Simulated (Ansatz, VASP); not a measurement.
# Cross-check of ZrB2 between VASP and Ansatz

Wanted: the spread between two codes on one cell, functional and k mesh. The cell is taken from a series of VASP runs on this material, whose earlier steps may have relaxed, scaled or displaced it; both programs get it as it stands.

Method: plane waves, with VASP 6.6.1 beside it; single point at r2SCAN, electric field gradients at r2SCAN and band structure at r2SCAN, spin-orbit coupling, in Ansatz 0.2.0.

## (1) Set-up

It takes space group P6/mmm (No. 191, hexagonal). Conventional cell: a = 3.169 Å, b = 3.169 Å, c = 3.549 Å, α = 90.00°, β = 90.00°, γ = 120.00°. Nearest to Zr lie 12 B at 2.55 Å. B has 3 B at 1.83 Å and 6 Zr at 2.55 Å nearest. Farther neighbours are not listed.

## (2) Ansatz: single point, r2SCAN

Ansatz runs on its default PAW (the set named soft_2) files.

A single point gives forces, pressure and levels at one fixed geometry, so differences don't come from the geometry; what else differs is listed under the comparison.

input.yaml

```yaml
crystal:
  lattice:
    - [3.1690453248, 0.0, 0.0]
    - [-1.5845226624, 2.7444737571, 0.0]
    - [0.0, 0.0, 3.5490419465]
  atoms:
    - { symbol: Zr, position: [0.0, 0.0, 0.0] }
    - { symbol: B, position: [0.3333333333, 0.6666666667, 0.5] }
    - { symbol: B, position: [0.6666666667, 0.3333333333, 0.5] }
hamiltonian:
  xc: r2scan
  pseudopotentials: { kind: paw }
kpoints:
  mp_grid: { grid: [10, 10, 8] }
scf:
  occupations: { method: tetrahedron }
output:
  forces: true
  stress: true
  write_density: true
  write_potential: true
  elf: true
  volumetric_format: npy
```

Run with:

```console
ansatz run input.yaml --threads 2 --pin off --max-ram 4608MiB --backend cpu --events-out ev --progress --plain --runs-dir out
```

Numbers of over 12 decimals in the logs are rounded to 6 here.

Output:

```text
Warning: output.forces, output.stress, relax.cell or npt_langevin: where a Kohn–Sham band that disperses or a degenerate level is filled in part under the method tetrahedron, the forces or the stress that this run publishes need not agree with its energy (scf.occupations.method in the input reference, under Limitations); prefer a smearing scheme for the forces or the stress
Engine: ansatz 0.2.0, x86_64-unknown-linux-gnu
Pseudopotentials: kind: paw
Pseudopotential: Zr, paw, valence charge 12, recommended cutoff 500 eV (meta_gga), Zr.paw.azcp
Pseudopotential: B, paw, valence charge 3, recommended cutoff 500 eV (meta_gga), B.paw.azcp
Functional definition: r2SCAN
  parameter k0 = 0.174
  parameter k1 = 0.065
  parameter a1 = 4.9479
  exchange = r2scan_x(k0 = k0, k1 = k1, a1 = a1)
  correlation = r2scan_c
Crystal: 3 atoms, lattice volume = 30.867 Å³
Basis set: ecut = 500 eV, 787 PW (Γ), exchange–correlation on 96×96×108 points (64 copies of the dense FFT grid, shifted against one another)
Bands: 13, of which v1, the nominal top of the filled ones, is band 9 counted from 1 (8 counted from 0)
Symmetry: 24 space group operations
Space group: P6/mmm (ITA 191), of the structure as read, at distance tolerance 3.1e-5 Å
k-points: 70 of 800
Non-local potential: Zr, projectors of the file, l = 0: 3, l = 1: 2, l = 2: 2, l = 3: 2
Non-local potential: B, projectors of the file, l = 0: 2, l = 1: 2, l = 2: 1
PAW form: soft (Blöchl's): semilocal exchange-correlation on the pseudo side does not see the compensation charge
PAW frozen core: Zr, regenerated for the run's functional (the file was generated under x = pbe(κ = 0.804, μ = 0.219515), c = pbe(β = 0.066725))
PAW frozen core: B, regenerated for the run's functional (the file was generated under x = pbe(κ = 0.804, μ = 0.219515), c = pbe(β = 0.066725))
PAW one-centre angular grid: Zr, 590 points (default); XC on 160 Gauss nodes
PAW one-centre angular grid: B, 302 points (default); XC on 160 Gauss nodes
Initial density: superposition of atomic densities (neutral atoms: chi_scale 0, normalization atom), corrected by the library's trained network
Initial wavefunctions: pseudopotential atomic-orbital guess
Functional: x = r2scan, c = r2scan; τ floored in thin density (d = 2e-4 eV/Å³)
SCF iter   1: F=—  HF=-4511.252324 eV  |F-HF|=—  |Δ(HF+E_count)|=         —  Δρ=6.20e-3  dr2=6.73e-3  dr2_τ=2.37e-1  ethr=1.77e-3  ⟨swp⟩=6.0  Hψ=4876  notcnv=0
preconditioner: auto → none  [metal: no gap  n_scr=8 (ndim 8)  ℏωp=21.1 eV  f_vac=0.000  sad-step TF]
SCF iter   2: F=—  HF=-4511.328102 eV  |F-HF|=—  |Δ(HF+E_count)|=   7.58e-2  Δρ=4.47e-3  dr2=3.53e-3  dr2_τ=1.22e-4  ethr=3.74e-5  ⟨swp⟩=2.4  Hψ=2416  notcnv=0
SCF iter   3: F=—  HF=-4511.328735 eV  |F-HF|=—  |Δ(HF+E_count)|=   6.33e-4  Δρ=1.45e-3  dr2=1.41e-3  dr2_τ=8.31e-5  ethr=1.96e-5  ⟨swp⟩=2.1  Hψ=1776  notcnv=0
SCF iter   4: F=—  HF=-4511.328641 eV  |F-HF|=—  |Δ(HF+E_count)|=   9.39e-5  Δρ=3.31e-4  dr2=4.11e-5  dr2_τ=1.02e-5  ethr=7.85e-6  ⟨swp⟩=2.0  Hψ=1534  notcnv=0
SCF iter   5: F=—  HF=-4511.328622 eV  |F-HF|=—  |Δ(HF+E_count)|=   1.90e-5  Δρ=1.28e-4  dr2=4.27e-6  dr2_τ=2.41e-7  ethr=2.28e-7  ⟨swp⟩=2.0  Hψ=1553  notcnv=0
SCF iter   6: F=-4511.328627 eV  HF=-4511.328627 eV  |F-HF|=9.14e-8  |Δ(HF+E_count)|=   5.56e-6  Δρ=1.92e-5  dr2=8.79e-8  dr2_τ=8.60e-9  ethr=5.56e-10  ⟨swp⟩=6.9  Hψ=6230  notcnv=0
SCF 1 converged in 6 iterations: F = -4511.328627 eV  dr2 = 8.79e-8
  greatest PAW one-centre occupation: 0.990 electrons in one spin orbital (limit 2), on the Zr atom at site 0 (counted from 0), in its partial waves of l = 1
SCF converged after 6 iterations
Stability not checked: this state was not tested for a lower state beside it, because cold or Methfessel-Paxton smearing, or corrected tetrahedra, fill the levels in a way that the test cannot read (fill_not_monotonic; see scf.lower_state_search)
Free energy (F): -4511.328627 eV
Harris-Foulkes:  -4511.328627 eV  (|F-HF|=9.14e-8)
Internal energy: -4511.328680 eV  (E = F + TS)
E sigma→0 (E₀):  -4511.328627 eV
Entropy (-TS):   0.000053 eV (0.018 meV/atom)
Fermi energy:    16.001391 eV
--- Per-component energies (eV) ---
  E_band       = -38.156887
  E_kinetic    = 433.800069
  E_local      = -555.957922  (includes V_loc(G=0)·N_el)
  E_nonlocal   = 99.650257
  E_hartree    = 175.615151
  E_xc         = -221.097604
  E_vxc        = -297.116688  (∫ρ·V_xc dr)
  E_paw        = -3130.721045  (= ΣΔE_a)
  E_vpaw       = -86.057395  (= ΣTr[D̂ρ^β])
  E_aug_tail   = 0.000006  (compensation charges beyond the density's cutoff)
  E_vtau       = 16.295802  (kinetic-family band-sum trace: ∫τ·v_τ [+ j·A + Jᵃ·Aᵃ] dr)
  E_ewald      = -1312.415965
  E_core_change = -0.201626  (= ΣΔE_core)
  E_smearing   = 0.000053  (= −TS)
  E_closure    = -0.000000  (closes the sum)
  Σ components = -4511.328627   (vs F -4511.328627, Δ=0.00e0)
--- Forces (eV/Å), atoms counted from 1 ---
  atom   1  Zr    -0.00000000     0.00000000     0.00000000
  atom   2  B     -0.00000000     0.00000000    -0.00000000
  atom   3  B      0.00000000    -0.00000000     0.00000000
  max |Σ_I F_I| component: 3.70e-17 eV/Å
--- Stress (GPa, compression-positive) ---
       -0.424669       0.000000      -0.000000
        0.000000      -0.424669      -0.000000
       -0.000000      -0.000000       0.534742
  P = ⅓ Tr σ = -0.1049 GPa (-1.049 kbar)
--- Band table (eV; the first three rows and the last of 70) ---
  k-point 0: bands = [... 5 lower, 13.1032, 13.1032, 13.1727, 13.2014, 19.4410, 19.4410, 20.2209, 20.2209]
  k-point 1: bands = [... 5 lower, 11.7352, 13.2551, 13.2551, 14.5729, 18.4289, 18.4289, 19.7361, 19.7361]
  k-point 2: bands = [... 5 lower, 10.2723, 13.6963, 13.6963, 15.9312, 17.2570, 17.2570, 18.6073, 18.6073]
  k-point 69: bands = [... 5 lower, 7.0203, 10.5914, 12.8666, 12.8932, 20.0258, 21.7620, 22.1646, 22.2633]
```

The job ended after 2.2 s (2 threads of AMD EPYC 7B13 (Zen 3), shared host; peak memory 0.44 GiB).

The column dr2 measures how far the density is from self-consistency, as an energy; F and HF (Harris–Foulkes) agree once it is small.

The run ends at a pressure of -0.10 GPa.

## (3) VASP: single point, r2SCAN

The same cell, functional, mesh and smearing now go to VASP, with its own data sets and cutoff.

Lines of VASP's logs that name or quote its potential files are left out, and so is its time.

INCAR

```
SYSTEM = ZrB2
PREC = Accurate
ENCUT = 420
EDIFF = 1E-06
NELM = 100
ISMEAR = -5
SIGMA = 0.05
LREAL = .FALSE.
ALGO = Normal
METAGGA = R2SCAN
LASPH = .TRUE.
NBANDS = 22
LORBIT = 11
LWAVE = .FALSE.
LCHARG = .FALSE.
KPAR = 2
NEDOS = 2001
```

POSCAR

```
ZrB2
1.0
    3.1690453248      0.0000000000      0.0000000000
   -1.5845226624      2.7444737571      0.0000000000
    0.0000000000      0.0000000000      3.5490419465
Zr B
1 2
Direct
    0.0000000000      0.0000000000      0.0000000000
    0.3333333333      0.6666666667      0.5000000000
    0.6666666667      0.3333333333      0.5000000000
```

KPOINTS

```
Automatic mesh
0
Gamma
10 10 8
0 0 0
```

The projector-augmented-wave data sets are Zr_sv and B (PBE family, release 64).

Run with:

```console
mpirun -np 2 vasp_std
```

Output:

```text
[banner, memory and clock lines left out]
running    2 mpi-ranks, on    1 nodes
 distrk:  each k-point on    1 cores,    2 groups
 distr:  one band on    1 cores,    1 groups

 POSCAR found type information on POSCAR ZrB
 POSCAR found :  2 types and       3 ions
|                                                                             |
|               ----> ADVICE to this user running VASP <----                  |
|                                                                             |
|     You enforced a specific xc type in the INCAR file but a different       |
|     [... a line on the potential file left out ...]
|     I HOPE YOU KNOW WHAT YOU ARE DOING!                                     |
|                                                                             |

 LDA part: xc-table for (None), standard interpolation
 POSCAR, INCAR and KPOINTS ok, starting setup
 FFT: planning ... GRIDC
 FFT: planning ... GRID_SOFT
 FFT: planning ... GRID
 WAVECAR not read
 entering main loop
       N       E                     dE             d eps       ncg     rms          rms(c)
DAV:   1     0.709098199830E+02    0.70910E+02   -0.82157E+03  3096   0.715E+02
DAV:   2    -0.454773830958E+02   -0.11639E+03   -0.11189E+03  3722   0.224E+02
DAV:   3    -0.494006473338E+02   -0.39233E+01   -0.38534E+01  4264   0.338E+01
DAV:   4    -0.494520977895E+02   -0.51450E-01   -0.51419E-01  3510   0.351E+00
DAV:   5    -0.494529022476E+02   -0.80446E-03   -0.80439E-03  3804   0.333E-01    0.232E+01
DAV:   6    -0.406854464906E+02    0.87675E+01   -0.45369E+00  4088   0.143E+01    0.711E+00
DAV:   7    -0.406144706503E+02    0.70976E-01   -0.49345E-01  3584   0.452E+00    0.192E+00
DAV:   8    -0.406246425275E+02   -0.10172E-01   -0.25745E-02  3472   0.113E+00    0.135E+00
DAV:   9    -0.406317467219E+02   -0.71042E-02   -0.95921E-03  3670   0.727E-01    0.142E-01
DAV:  10    -0.406318777719E+02   -0.13105E-03   -0.29024E-04  3530   0.106E-01    0.401E-02
DAV:  11    -0.406319434075E+02   -0.65636E-04   -0.96099E-05  3388   0.724E-02    0.254E-02
DAV:  12    -0.406319453157E+02   -0.19082E-05   -0.14861E-06  3550   0.876E-03    0.298E-03
DAV:  13    -0.406319444744E+02    0.84133E-06   -0.53113E-07  2176   0.506E-03
   1 F= -.40631944E+02 E0= -.40631944E+02  d E =0.000000E+00
|                                                                             |
|           W    W    AA    RRRRR   N    N  II  N    N   GGGG   !!!           |
|           W    W   A  A   R    R  NN   N  II  NN   N  G    G  !!!           |
|           W    W  A    A  R    R  N N  N  II  N N  N  G       !!!           |
|           W WW W  AAAAAA  RRRRR   N  N N  II  N  N N  G  GGG   !            |
|           WW  WW  A    A  R   R   N   NN  II  N   NN  G    G                |
|           W    W  A    A  R    R  N    N  II  N    N   GGGG   !!!           |
|                                                                             |
|     Tetrahedron method does not include variations of the Fermi             |
|     occupations, so forces and stress will be inaccurate. We suggest        |
|     using a different smearing scheme ISMEAR = 1 or 2 for metals in         |
|     relaxations.                                                            |
|                                                                             |
```

From OUTCAR (step 3):

```text
ion  position               nearest neighbor table
   1  0.000  0.000  0.000-   2 2.55   3 2.55   2 2.55   3 2.55   3 2.55   3 2.55   2 2.55   2 2.55
                             3 2.55   3 2.55   2 2.55   2 2.55
   2  0.333  0.667  0.500-   3 1.83   3 1.83   3 1.83   1 2.55   1 2.55   1 2.55   1 2.55   1 2.55
                             1 2.55
   3  0.667  0.333  0.500-   2 1.83   2 1.83   2 1.83   1 2.55   1 2.55   1 2.55   1 2.55   1 2.55
                             1 2.55

  LATTYP: Found a hexagonal cell.
 ALAT       =     3.1690453248
 C/A-ratio  =     1.1199088630

 Subroutine GETGRP returns: Found 24 space group operations
 (whereof 24 operations were pure point group operations)

The static configuration has the point symmetry D_6h.

 Found     70 irreducible k-points:

   k-points           NKPTS =     70   k-points in BZ     NKDIM =     70   number of bands    NBANDS=     22

   dimension x,y,z NGX =    24 NGY =   24 NGZ =   24
   dimension x,y,z NGXF=    48 NGYF=   48 NGZF=   48

   ENCUT  =  420.0 eV  30.87 Ry    5.56 a.u.   5.30  5.30  5.93*2*pi/ulx,y,z

   NELECT =      18.0000    total number of electrons

 k-points in reciprocal lattice and weights: Automatic mesh
   0.00000000  0.00000000  0.00000000       0.001
   0.10000000 -0.00000000  0.00000000       0.007
   0.20000000 -0.00000000  0.00000000       0.007
   0.30000000  0.00000000  0.00000000       0.007
   0.40000000 -0.00000000  0.00000000       0.007
   0.50000000  0.00000000  0.00000000       0.004
   0.10000000  0.10000000  0.00000000       0.007
   0.20000000  0.10000000  0.00000000       0.015
   0.30000000  0.10000000  0.00000000       0.015
[...]
0.40000000  0.20000000  0.50000000       0.007
   0.30000000  0.30000000  0.50000000       0.007

 average (electrostatic) potential at core
       1 -78.0816       2 -23.1917       3 -23.1917

 E-fermi :  10.7566

 k-point     1 :       0.0000    0.0000    0.0000
  band No.  band energies     occupation
    ...
      5      -3.0268      2.00000
      6       7.8563      2.00000
      7       7.8563      2.00000
      8       7.9235      2.00000
      9       7.9488      2.00000
     10      14.2023      0.00000
     11      14.2023      0.00000
     12      14.9774      0.00000
     13      14.9774      0.00000
     14      15.5744      0.00000
    ...

 k-point     2 :       0.1000   -0.0000    0.0000
  band No.  band energies     occupation
    ...
      5      -2.8157      2.00000
      6       7.2215      2.00000
      7       7.7423      2.00000
      8       7.8469      2.00000
      9       8.1215      2.00000
     10      13.8908      0.00000
     11      14.0705      0.00000
     12      14.3310      0.00000
     13      14.4976      0.00000
     14      16.4774      0.00000
    ...

 k-point     3 :       0.2000   -0.0000    0.0000
  band No.  band energies     occupation
    ...
      5      -2.2151      2.00000
      6       5.8356      2.00000
      7       7.2895      2.00000
      8       7.7653      2.00000
      9       8.4884      2.00000
     10      12.8858      0.00000
     11      13.7500      0.00000
     12      14.0889      0.00000
     13      14.6930      0.00000
     14      17.1054      0.00000
    ...

  Total       -0.0663952     -0.0663952      0.1216070      0.0000000      0.0000000      0.0000000
  in kB       -3.4462655     -3.4462655      6.3120505      0.0000000      0.0000000      0.0000000
  external PRESSURE =      -0.1934935 kB  Pullay stress =       0.0000000 kB

  energy-cutoff  :      420.00
  volume of cell :       30.87
      direct lattice vectors                 reciprocal lattice vectors
     3.169045325  0.000000000  0.000000000     0.315552445  0.182184289  0.000000000
    -1.584522662  2.744473757  0.000000000     0.000000000  0.364368578  0.000000000
     0.000000000  0.000000000  3.549041947     0.000000000  0.000000000  0.281766182

 POSITION                                       TOTAL-FORCE (eV/Angst)
 -----------------------------------------------------------------------------------
      0.00000      0.00000      0.00000         0.000000      0.000000      0.000000
     -0.00000      1.82965      1.77452        -0.000000      0.000000      0.000000
      1.58452      0.91482      1.77452         0.000000     -0.000000      0.000000
 -----------------------------------------------------------------------------------
    total drift:                               -0.000000      0.000000      0.000000

  FREE ENERGIE OF THE ION-ELECTRON SYSTEM (eV)
  ---------------------------------------------------
  free  energy   TOTEN  =       -40.6319444744 eV

  energy  without entropy=      -40.6319444744  energy(sigma->0) =      -40.63194447

 total charge
# of ion       s       p       d       tot
------------------------------------------
    1        2.163   6.034   1.728   9.925
    2        0.679   1.237   0.000   1.917
    3        0.679   1.237   0.000   1.917
--------------------------------------------------
tot          3.522   8.508   1.728  13.759

[... 3 further parts left out ...]
```

With tetrahedra the forces and stress of a metal are not exact derivatives of the energy.

## (4) Comparison

Known differences besides the potentials themselves: VASP keeps PBE cores, Ansatz makes them for the functional; the cutoff is 500 eV in Ansatz and 420 eV in VASP. Total energies have different zeros and are not compared.

The two programs side by side:

```
                                        quantity  Ansatz   VASP  difference
                                  pressure (GPa)   -0.10  -0.02       -0.09
pressure without Ansatz's Pulay correction (GPa)   -0.20  -0.02       -0.18
```

Ansatz's pressure holds a Pulay correction of 0.09 GPa; VASP's holds none.

## (5) Ansatz: electric field gradients, r2SCAN

Field gradients test the density near the nuclei, where the PAW reconstruction matters most.

The cell is taken from a series of VASP runs on this material, whose earlier steps may have relaxed, scaled or displaced it; both programs get it as it stands.

input.yaml, the sections that differ from step 2:

```yaml
kpoints:
  mp_grid: { grid: [7, 7, 6] }
scf:
  occupations: { method: gaussian, width: 0.05 }
  n_extra_bands: 4
output:
  forces: true
  stress: true
  eigenvalues: true
  efg: {}
# crystal, hamiltonian: as in step 2
```

Run with:

```console
ansatz run input.yaml --threads 2 --pin off --max-ram 4608MiB --backend cpu --events-out ev --progress --plain --runs-dir out
```

Output:

```text
[...]
Zr: output.efg is read without spin–orbit coupling, which moves field gradients at and beside such atoms by some per cent and up to a factor of two; PAW files take it under magnetization.noncollinear and magnetization.spin_orbit
[...]
Crystal: 3 atoms, lattice volume = 30.867 Å³
[...]
--- Band table (eV; the first three rows and the last of 32) ---
  k-point 0: bands = [... 5 lower, 13.1015, 13.1015, 13.1640, 13.2008, 19.4444, 19.4444, 20.2183, 20.2183]
  k-point 1: bands = [... 5 lower, 11.2379, 13.3701, 13.3701, 15.0221, 18.0047, 18.0047, 19.4008, 19.4008]
  k-point 2: bands = [... 5 lower, 9.3845, 14.1193, 14.1193, 16.7075, 16.7075, 16.7854, 17.7646, 17.7646]
  k-point 31: bands = [... 5 lower, 7.2878, 10.6268, 12.7762, 12.8630, 19.9354, 21.5853, 21.9427, 22.3228]
[key lines of the parts left out:]
SCF converged after 6 iterations
Free energy (F): -4511.324404 eV
Fermi energy:    15.613839 eV
P = ⅓ Tr σ = -0.0756 GPa (-0.756 kbar)
```

The job ended after 2.9 s (2 threads; peak memory 0.44 GiB; 2.9 s of CPU time).

The run ends at a pressure of -0.08 GPa.

(Continued in part 2 of 2.)

[Lines on the potential files, build, host, timing and source positions are cut from VASP's logs without a mark.]

[Logs are printed without paths, hosts, clocks, repeated set-up lines and the standing remarks that a program may print on its own settings, such as how far it seeks lower states.]

[Hosts, paths, dates, database ids (printed as entryN), source tags and the programs' standing remarks are cut or masked in the printed files.]
